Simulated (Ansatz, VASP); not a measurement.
# NbGeP3O12 (NbGeP3O12 (R3c)) in two plane-wave programs

Wanted: the spread between two codes on one cell, functional and k mesh. The structure shown is the start of the Ansatz relaxation below; VASP solves that cell, so the two are compared at the walk's first step.

Method: plane waves, with VASP 6.6.1 beside it; single point at PBEsol, in Ansatz 0.2.0.

## (1) Set-up

Symmetry: R3c, No. 161, trigonal system. The conventional cell has a = 8.588 Å, b = 8.588 Å, c = 21.991 Å, α = 90.00°, β = 90.00°, γ = 120.00°. Nb has 6 O at 1.96 to 2.00 Å nearest. Nearest to Ge lie 6 O at 1.88 to 1.91 Å. Nearest to P lie 4 O at 1.53 to 1.56 Å. O has 1 P at 1.54 Å and 1 Ge at 1.91 Å nearest. O has 1 P at 1.53 Å and 1 Nb at 2.00 Å nearest. O has 1 P at 1.53 Å and 1 Ge at 1.88 Å nearest. Farther neighbours and most contacts between anions are not listed.

## (2) Ansatz: relaxation, PBEsol

Ansatz runs on its default PAW (the set named soft_2) files.

The two programs are compared at the cell with which this relaxation starts, whose forces are those of its first step.

input.yaml reads:

```yaml
crystal:
  lattice:
    - [4.2939116, 2.479091, 7.3302725]
    - [-4.2939116, 2.479091, 7.3302725]
    - [0.0, -4.958182, 7.3302725]
  atoms:
    - { symbol: Nb, position: [0.36266267, 0.36266267, 0.36266267] }
    - { symbol: Nb, position: [0.86266267, 0.86266267, 0.86266267] }
    - { symbol: Ge, position: [0.64505355, 0.64505355, 0.64505355] }
    - { symbol: Ge, position: [0.14505355, 0.14505355, 0.14505355] }
    - { symbol: P, position: [0.7704637, 0.01956278, 0.45866723] }
    - { symbol: P, position: [0.45866723, 0.7704637, 0.01956278] }
    - { symbol: P, position: [0.01956278, 0.45866723, 0.7704637] }
    - { symbol: P, position: [0.51956278, 0.2704637, 0.95866723] }
    - { symbol: P, position: [0.95866723, 0.51956278, 0.2704637] }
    - { symbol: P, position: [0.2704637, 0.95866723, 0.51956278] }
    - { symbol: O, position: [0.74482256, 0.84763137, 0.4841236] }
    - { symbol: O, position: [0.4841236, 0.74482256, 0.84763137] }
    - { symbol: O, position: [0.84763137, 0.4841236, 0.74482256] }
    - { symbol: O, position: [0.34763137, 0.24482256, 0.9841236] }
    - { symbol: O, position: [0.9841236, 0.34763137, 0.24482256] }
    - { symbol: O, position: [0.24482256, 0.9841236, 0.34763137] }
    - { symbol: O, position: [0.28495574, 0.1346033, 0.49817138] }
    - { symbol: O, position: [0.49817138, 0.28495574, 0.1346033] }
    - { symbol: O, position: [0.1346033, 0.49817138, 0.28495574] }
    - { symbol: O, position: [0.6346033, 0.78495574, 0.99817138] }
    - { symbol: O, position: [0.99817138, 0.6346033, 0.78495574] }
    - { symbol: O, position: [0.78495574, 0.99817138, 0.6346033] }
    - { symbol: O, position: [0.44317174, 0.7814925, 0.55182548] }
    - { symbol: O, position: [0.55182548, 0.44317174, 0.7814925] }
    - { symbol: O, position: [0.7814925, 0.55182548, 0.44317174] }
    - { symbol: O, position: [0.2814925, 0.94317174, 0.05182548] }
    - { symbol: O, position: [0.05182548, 0.2814925, 0.94317174] }
    - { symbol: O, position: [0.94317174, 0.05182548, 0.2814925] }
    - { symbol: O, position: [0.59198201, 0.20082168, 0.42998869] }
    - { symbol: O, position: [0.42998869, 0.59198201, 0.20082168] }
    - { symbol: O, position: [0.20082168, 0.42998869, 0.59198201] }
    - { symbol: O, position: [0.70082168, 0.09198201, 0.92998869] }
    - { symbol: O, position: [0.92998869, 0.70082168, 0.09198201] }
    - { symbol: O, position: [0.09198201, 0.92998869, 0.70082168] }
basis:
  ecutwfc: 420
  xc_grid: 2
hamiltonian:
  xc: pbesol
kpoints:
  mp_grid: { grid: [4, 4, 4] }
scf:
  occupations: { method: fermi_dirac, width: 0.01 }
  max_iter: 150
output:
  forces: true
  stress: true
relax:
  f_tol: 0.01
  max_steps: 60
  cell: {}
checkpoint:
  write: "../pbesol.run"
  compress: false
  write_wavefunctions: false
  write_every: 100000
```

The run is started by

```
$ ansatz run input.yaml --threads 4 --pin off --max-ram 6594MiB --backend cpu --events-out ev --progress --plain --runs-dir out
```

Numbers of over 12 decimals in the logs are rounded to 6 here.

Output:

```text
Engine: ansatz 0.2.0, x86_64-unknown-linux-gnu
Pseudopotentials: kind: paw
Pseudopotential: Nb, paw, valence charge 13, recommended cutoff 420 eV (normal), Nb.paw.azcp
Pseudopotential: Ge, paw, valence charge 14, recommended cutoff 420 eV (normal), Ge.paw.azcp
Pseudopotential: P, paw, valence charge 5, recommended cutoff 420 eV (normal), P.paw.azcp
Pseudopotential: O, paw, valence charge 6, recommended cutoff 420 eV (normal), O.paw.azcp
Functional definition: PBEsol
  exchange = pbesol_x
  correlation = pbesol_c
Crystal: 34 atoms, lattice volume = 468.184 Å³
Basis set: ecut = 420 eV, 9163 PW (Γ), exchange–correlation on 120×120×120 points (8 copies of the dense FFT grid, shifted against one another)
Bands: 148, of which v1, the nominal top of the filled ones, is band 114 counted from 1 (113 counted from 0)
Symmetry: 6 space group operations
Space group: R3c (ITA 161), of the structure as read, at distance tolerance 7.8e-5 Å
k-points: 13 of 64 (time reversal used)
Non-local potential: Nb, projectors of the file, l = 0: 3, l = 1: 2, l = 2: 2, l = 3: 1
Non-local potential: Ge, projectors of the file, l = 0: 2, l = 1: 2, l = 2: 3, l = 3: 1
Non-local potential: P, projectors of the file, l = 0: 2, l = 1: 2, l = 2: 2
Non-local potential: O, projectors of the file, l = 0: 2, l = 1: 2, l = 2: 1
PAW form: soft (Blöchl's): semilocal exchange-correlation on the pseudo side does not see the compensation charge
PAW frozen core: Nb, regenerated for the run's functional, and the local potential with it (the file was generated under x = pbe(κ = 0.804, μ = 0.219515), c = pbe(β = 0.066725))
PAW frozen core: Ge, regenerated for the run's functional, and the local potential with it (the file was generated under x = pbe(κ = 0.804, μ = 0.219515), c = pbe(β = 0.066725))
PAW frozen core: P, regenerated for the run's functional, and the local potential with it (the file was generated under x = pbe(κ = 0.804, μ = 0.219515), c = pbe(β = 0.066725))
PAW frozen core: O, regenerated for the run's functional, and the local potential with it (the file was generated under x = pbe(κ = 0.804, μ = 0.219515), c = pbe(β = 0.066725))
PAW one-centre angular grid: Nb, 590 points (default); XC on 64 Gauss nodes
PAW one-centre angular grid: Ge, 590 points (default); XC on 64 Gauss nodes
PAW one-centre angular grid: P, 110 points (default); XC on 64 Gauss nodes
PAW one-centre angular grid: O, 110 points (default); XC on 64 Gauss nodes
Initial density: superposition of atomic densities (neutral atoms: chi_scale 0, normalization atom), corrected by the library's trained network
Initial wavefunctions: pseudopotential atomic-orbital guess
Functional: x = pbesol(κ = 0.804, μ = 0.123457), c = pbesol(β = 0.046)
SCF iter   1: F=—  HF=-35414.424865 eV  |F-HF|=—  |Δ(HF+E_count)|=         —  Δρ=1.28e-2  dr2=6.48e-1  ethr=1.77e-3  ⟨swp⟩=7.0  Hψ=9399  notcnv=0  defer=161
preconditioner: auto → Resta (q_TF=auto, 2.420 Å⁻¹)  ε∞=3.3  [insulator: Δε(μ)=2.776 eV  Ē_g=16.540 eV  σ=0.010 eV  W_gap=1.00  n_scr=112 (ndim 8)  ℏωp=25.0 eV  f_vac=0.227  D(μ)=0.00/eV (n_scr^D=0)  ε∞_Penn≈3.3]
SCF iter   2: F=—  HF=-35414.284253 eV  |F-HF|=—  |Δ(HF+E_count)|=   1.41e-1  Δρ=3.47e-3  dr2=6.01e-2  ethr=2.84e-4  ⟨swp⟩=2.9  Hψ=3268  notcnv=0  defer=342
SCF iter   3: F=—  HF=-35414.273587 eV  |F-HF|=—  |Δ(HF+E_count)|=   1.07e-2  Δρ=1.20e-3  dr2=4.45e-3  ethr=2.64e-5  ⟨swp⟩=3.0  Hψ=2677  notcnv=0  defer=342
SCF iter   4: F=—  HF=-35414.274184 eV  |F-HF|=—  |Δ(HF+E_count)|=   5.97e-4  Δρ=4.66e-4  dr2=8.38e-4  ethr=1.95e-6  ⟨swp⟩=2.0  Hψ=3130  notcnv=0  defer=342
SCF iter   5: F=—  HF=-35414.274311 eV  |F-HF|=—  |Δ(HF+E_count)|=   1.27e-4  Δρ=1.66e-4  dr2=1.27e-4  ethr=3.68e-7  ⟨swp⟩=2.0  Hψ=2486  notcnv=0  defer=342
SCF iter   6: F=—  HF=-35414.274352 eV  |F-HF|=—  |Δ(HF+E_count)|=   4.15e-5  Δρ=5.32e-5  dr2=1.44e-5  ethr=5.59e-8  ⟨swp⟩=2.5  Hψ=2504  notcnv=0  defer=342
SCF iter   7: F=—  HF=-35414.274473 eV  |F-HF|=—  |Δ(HF+E_count)|=   1.20e-4  Δρ=3.49e-5  dr2=5.10e-6  ethr=6.30e-9  ⟨swp⟩=2.9  Hψ=2855  notcnv=0  defer=342
SCF iter   8: F=—  HF=-35414.274475 eV  |F-HF|=—  |Δ(HF+E_count)|=   2.65e-6  Δρ=8.27e-6  dr2=3.29e-7  ethr=2.24e-9  ⟨swp⟩=2.7  Hψ=2744  notcnv=0  defer=342
SCF iter   9: F=-35414.274476 eV  HF=-35414.274476 eV  |F-HF|=2.42e-8  |Δ(HF+E_count)|=   6.37e-7  Δρ=3.20e-6  dr2=5.55e-8  ethr=4.39e-11  ⟨swp⟩=5.0  Hψ=6806  notcnv=0
SCF 1 converged in 9 iterations: F = -35414.274476 eV  dr2 = 5.55e-8
  greatest PAW one-centre occupation: 0.999 electrons in one spin orbital (limit 2), on the Ge atom at site 3 (counted from 0), in its partial waves of l = 2
relax step   1: F+E_penalty+E_count = -35414.27447611 eV  Δ(F+E_penalty+E_count) = +0.000e0 eV  max|allowed force component| = 6.445e-1 eV/Å  Δτ_max = 0.0000 Å  P = -4.331 GPa  Ω = 468.184 Å³  (9 SCF iters, dr2 threshold 1.00e-7 eV, accepted)
[...]
relax step  12: F+E_penalty+E_count = -35414.56482522 eV  Δ(F+E_penalty+E_count) = -3.375e-3 eV  max|allowed force component| = 8.105e-3 eV/Å  Δτ_max = 0.0025 Å  P = -0.005 GPa  Ω = 454.186 Å³  energy of the carried Pulay correction = +2.953e-3 eV  (9 SCF iters, accepted)
[...]
relax step  13: F+E_penalty+E_count = -35414.56138053 eV  Δ(F+E_penalty+E_count) = +3.445e-3 eV  max|allowed force component| = 8.163e-3 eV/Å  Δτ_max = 0.0000 Å  P = -0.012 GPa  Ω = 454.186 Å³  stress off target by 1.80e-2 GPa  SCF on the basis re-selected at this cell (its energy is not comparable with the rows above)  (4 SCF iters)
basis re-selected at this cell: Δ(F+E_penalty+E_count) = +3.445e-3 eV, ΔP = -0.007 GPa vs the last step (what re-selecting the basis moved, of the pressure what is left beyond the Pulay correction that the steps carried, after the strain that the cell walked since its last selection, with what the two solves' SCF thresholds leave and, on support functions, any second-order correction that the steps lacked; it is no m [...]
SCF converged after 4 iterations
Free energy (F): -35414.561381 eV
Harris-Foulkes:  -35414.561381 eV  (|F-HF|=1.24e-10)
Internal energy: -35414.561381 eV  (E = F + TS)
E sigma→0 (E₀):  -35414.561381 eV
Fermi energy:    4.985788 eV
--- Per-component energies (eV) ---
  E_band       = -1716.119105
  E_kinetic    = 5725.268010
  E_local      = -22208.007325  (includes V_loc(G=0)·N_el)
  E_nonlocal   = 2433.862976
  E_hartree    = 8645.273810
  E_xc         = -2617.169593
  E_vxc        = -3167.455921  (∫ρ·V_xc dr)
  E_paw        = -17004.123461  (= ΣΔE_a)
  E_vpaw       = -1790.395261  (= ΣTr[D̂ρ^β])
  E_aug_tail   = 0.060917  (compensation charges beyond the density's cutoff)
  E_ewald      = -10393.063492
  E_core_change = 3.336777  (= ΣΔE_core)
  E_smearing   = -0.000000  (= −TS)
  E_closure    = -0.000000  (closes the sum)
  Σ components = -35414.561381   (vs F -35414.561381, Δ=0.00e0)
--- Forces (eV/Å), atoms counted from 1 ---
  atom   1  Nb    -0.00000000    -0.00000000     0.00398924
  atom   2  Nb    -0.00000000    -0.00000000     0.00398924
  atom   3  Ge    -0.00000000    -0.00000000    -0.00566821
  atom   4  Ge     0.00000000     0.00000000    -0.00566821
  atom   5  P     -0.00094152     0.00097045    -0.00124076
  atom   6  P     -0.00036968    -0.00130061    -0.00124076
  atom   7  P      0.00131120     0.00033016    -0.00124076
  atom   8  P      0.00094152     0.00097045    -0.00124076
  atom   9  P     -0.00131120     0.00033016    -0.00124076
  atom  10  P      0.00036968    -0.00130061    -0.00124076
  atom  11  O     -0.00336098     0.00726706     0.00691876
  atom  12  O     -0.00461297    -0.00654422     0.00691876
  atom  13  O      0.00797395    -0.00072284     0.00691876
  atom  14  O      0.00336098     0.00726706     0.00691876
  atom  15  O     -0.00797395    -0.00072284     0.00691876
  atom  16  O      0.00461297    -0.00654422     0.00691876
  atom  17  O      0.00384240    -0.00456581    -0.00651577
  atom  18  O      0.00203291     0.00561052    -0.00651577
  atom  19  O     -0.00587531    -0.00104471    -0.00651577
  atom  20  O     -0.00384240    -0.00456581    -0.00651577
  atom  21  O      0.00587531    -0.00104471    -0.00651577
  atom  22  O     -0.00203291     0.00561052    -0.00651577
  atom  23  O     -0.00709332     0.00132961    -0.00159037
  atom  24  O      0.00239518    -0.00680780    -0.00159037
  atom  25  O      0.00469814     0.00547819    -0.00159037
  atom  26  O      0.00709332     0.00132961    -0.00159037
  atom  27  O     -0.00469814     0.00547819    -0.00159037
  atom  28  O     -0.00239518    -0.00680780    -0.00159037
  atom  29  O      0.00816321    -0.00042012     0.00298733
  atom  30  O     -0.00371777     0.00727961     0.00298733
  atom  31  O     -0.00444544    -0.00685948     0.00298733
  atom  32  O     -0.00816321    -0.00042012     0.00298733
  atom  33  O      0.00444544    -0.00685948     0.00298733
  atom  34  O      0.00371777     0.00727961     0.00298733
  max |Σ_I F_I| component: 2.83e-6 eV/Å
--- Stress (GPa, compression-positive) ---
       -0.008575       0.000000      -0.000000
        0.000000      -0.008575      -0.000000
       -0.000000      -0.000000      -0.017961
  P = ⅓ Tr σ = -0.0117 GPa (-0.117 kbar)
--- Relaxed structure (11 steps of the walk, 9 accepted, 2 SCFs on fresh bases) ---
  F+E_penalty+E_count = -35414.56138053 eV   max|allowed force component| = 8.163e-3 eV/Å   (the final SCF, on the basis selected at the relaxed cell)
  cell:  # Å, volume = 454.1855 Å³
    - [4.242077, 2.449164, 7.285941]
    - [-4.242077, 2.449164, 7.285941]
    - [0, -4.898328, 7.285941]
  atoms:
    - { symbol: Nb, position: [0.361430, 0.361430, 0.361430] }
    - { symbol: Nb, position: [0.861430, 0.861430, 0.861430] }
    - { symbol: Ge, position: [0.645439, 0.645439, 0.645439] }
    - { symbol: Ge, position: [0.145439, 0.145439, 0.145439] }
    - { symbol: P, position: [0.771882, 0.018912, 0.457465] }
    - { symbol: P, position: [0.457465, 0.771882, 0.018912] }
    - { symbol: P, position: [0.018912, 0.457465, 0.771882] }
    - { symbol: P, position: [0.518912, 0.271882, 0.957465] }
    - { symbol: P, position: [0.957465, 0.518912, 0.271882] }
    - { symbol: P, position: [0.271882, 0.957465, 0.518912] }
    - { symbol: O, position: [0.748219, 0.843923, 0.485874] }
    - { symbol: O, position: [0.485874, 0.748219, 0.843923] }
    - { symbol: O, position: [0.843923, 0.485874, 0.748219] }
    - { symbol: O, position: [0.343923, 0.248219, 0.985874] }
    - { symbol: O, position: [0.985874, 0.343923, 0.248219] }
    - { symbol: O, position: [0.248219, 0.985874, 0.343923] }
    - { symbol: O, position: [0.283242, 0.135605, 0.500485] }
    - { symbol: O, position: [0.500485, 0.283242, 0.135605] }
    - { symbol: O, position: [0.135605, 0.500485, 0.283242] }
    - { symbol: O, position: [0.635605, 0.783242, 1.000485] }
    - { symbol: O, position: [1.000485, 0.635605, 0.783242] }
    - { symbol: O, position: [0.783242, 1.000485, 0.635605] }
    - { symbol: O, position: [0.451603, 0.783813, 0.541334] }
    - { symbol: O, position: [0.541334, 0.451603, 0.783813] }
    - { symbol: O, position: [0.783813, 0.541334, 0.451603] }
    - { symbol: O, position: [0.283813, 0.951603, 0.041334] }
    - { symbol: O, position: [0.041334, 0.283813, 0.951603] }
    - { symbol: O, position: [0.951603, 0.041334, 0.283813] }
    - { symbol: O, position: [0.593257, 0.202627, 0.424891] }
    - { symbol: O, position: [0.424891, 0.593257, 0.202627] }
    - { symbol: O, position: [0.202627, 0.424891, 0.593257] }
    - { symbol: O, position: [0.702627, 0.093257, 0.924891] }
    - { symbol: O, position: [0.924891, 0.702627, 0.093257] }
    - { symbol: O, position: [0.093257, 0.924891, 0.702627] }
```

Reading the cycles: dr2 is the Hartree energy of the density residual (eV), the measure of convergence; HF is the Harris–Foulkes estimate of the energy, which meets the free energy F at convergence.

[end of part 1 of 2]

[Lines on the potential files, build, host, timing and source positions are cut from VASP's logs without a mark.]

[Logs are printed without paths, hosts, clocks, repeated set-up lines and the standing remarks that a program may print on its own settings, such as how far it seeks lower states.]

[Hosts, paths, dates, database ids (printed as entryN), source tags and the programs' standing remarks are cut or masked in the printed files.]
